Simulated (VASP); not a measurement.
Input:

```xyz
1
Lattice="-2.5100 2.5100 2.5100 2.5100 -2.5100 2.5100 2.5100 2.5100 -2.5100" Properties=species:S:1:pos:R:3 pbc="T T T"
Ba     0.0000     0.0000     0.0000
```

Calculation: PBEsol GGA, VASP's PBE PAW potentials (set 64) (plane waves; VASP). Run with 480 eV cut-off, 9×9×9 Γ-centred mesh, first-order Methfessel-Paxton smearing of 0.10 eV, potentials Ba_sv.

Energy and stress use the plane-wave basis of the starting cell.

Task: The ions, cell shape and volume are relaxed. Give the cell that the relaxation ends in.

Result: 
```xyz
1
Lattice="-2.4480 2.4480 2.4480 2.4480 -2.4480 2.4480 2.4480 2.4480 -2.4480" Properties=species:S:1:pos:R:3 pbc="T T T"
Ba     0.0000     0.0000     0.0000
```
Space group Im-3m (229), at a tolerance of 0.03 Å.

Task: How do energy and volume change from the first to the last step?

Result: The energy (σ→0) changes by -9.1 meV/atom and the volume by -7.2 %, in 4 ionic steps.

The compound is Ba in the bcc structure. This run relaxes it. Symmetry was kept, so distortions that lower it aren't found.
